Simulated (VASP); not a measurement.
Here is a VASP 6.6.1 calculation.

Contents of INCAR:

```
SYSTEM = LiAl32
PREC = Accurate
ENCUT = 520
EDIFF = 1E-6
ISMEAR = 0
SIGMA = 0.05
LREAL = Auto
LASPH = .TRUE.
NELM = 100
ALGO = Fast
ISIF = 2
LWAVE = .FALSE.
LCHARG = .TRUE.
GGA = PE
LELF = .TRUE.
LVHAR = .TRUE.
NBANDS = 72
```

KPOINTS

```
Automatic mesh
0
G
  2 2 2
  0 0 0
```

Contents of POSCAR:

```
LiAl32
1.0
    8.1000000000      0.0000000000      0.0000000000
    0.0000000000      8.1000000000      0.0000000000
    0.0000000000      0.0000000000      8.1000000000
Al Li
32 1
Direct
    0.5000045679      0.0013819753      0.0044481481
    0.7451450617      0.2462016049      0.0037717284
    0.7591955556     -0.0077311111      0.2578274074
    0.0000145679      0.0056998765     -0.0021616049
    0.2548790123      0.2461944444      0.0037782716
    0.5000049383      0.4941433333     -0.0005241975
    0.7362532099      0.7474858025     -0.0105328395
    0.2409065432     -0.0077361728      0.2578318519
    0.5000046914      0.2454958025      0.2486164198
    0.7457830864      0.4978449383      0.2465287654
    0.5000522222      0.0067756790      0.5040208642
    0.7360908642      0.2607165432      0.5025990123
    0.7459843210      0.0034420988      0.7520791358
    0.0000223457      0.4827739506     -0.0118893827
    0.2637477778      0.7474795062     -0.0105002469
    0.0000149383      0.2524051852      0.2440520988
    0.2542179012      0.4979135802      0.2465520988
    0.5000525926      0.7460798765      0.2432402469
   -0.0000634568      0.0731524691      0.5244676543
    0.2639098765      0.2606834568      0.5026049383
    0.5000460494      0.4940834568      0.4998707407
    0.7222308642      0.7411666667      0.5088088889
    0.2540158025      0.0034179012      0.7520093827
    0.5000046914      0.2505441975      0.7559458025
    0.7450691358      0.4966098765      0.7535207407
   -0.0000633333      0.7252559259      0.1775675309
    0.0000223457      0.4980945679      0.5003791358
    0.2780046914      0.7411132099      0.5088614815
    0.0000219753      0.2618986420      0.7674706173
    0.2549692593      0.4966046914      0.7535258025
    0.5000458025      0.7502537037      0.7560612346
    0.0000218519      0.7495591358      0.7520880247
    0.0001934568      0.8093041975      0.4412127160
```

Potentials or basis: VASP PAW PBE potentials, release 64 (Al, Li_sv).

Launch:

```bash
$ cat potpaw_PBE.64/Al/POTCAR potpaw_PBE.64/Li_sv/POTCAR > POTCAR
$ mpirun -np 1 vasp_std > vasp.out
```

Q: Estimate the band gap on the k mesh.

A: None (metal or under the smearing width).

Q: Estimate the largest force.

A: 0.271 eV/Å.

Forces on the atoms (eV/Å):
```
Al   0.000 -0.013  0.009
Al   0.011 -0.014  0.014
Al   0.052 -0.025  0.025
Al   0.000  0.060 -0.083
Al  -0.010 -0.014  0.014
Al   0.000 -0.002  0.000
Al   0.005  0.015  0.008
Al  -0.053 -0.024  0.025
Al   0.000 -0.009  0.013
Al   0.021  0.037 -0.003
Al  -0.001  0.015 -0.002
Al   0.005 -0.008 -0.016
Al   0.021  0.003 -0.037
Al   0.000  0.027  0.013
Al  -0.005  0.015  0.008
Al   0.000  0.081 -0.059
Al  -0.021  0.037 -0.004
Al   0.000  0.002 -0.015
Al   0.001  0.043 -0.132
Al  -0.005 -0.008 -0.016
Al   0.001 -0.030 -0.015
Al  -0.053 -0.016  0.016
Al  -0.020  0.003 -0.036
Al   0.000  0.000  0.002
Al   0.016 -0.004  0.004
Al   0.000  0.133 -0.041
Al   0.000 -0.081  0.014
Al   0.052 -0.015  0.014
Al   0.000 -0.015 -0.028
Al  -0.015 -0.005  0.004
Al   0.000  0.015  0.031
Al   0.000 -0.014  0.080
Li   0.000 -0.190  0.193
```

Caveat: the k mesh is coarse (spacing up to 0.39 Å⁻¹), so the values aren't converged.
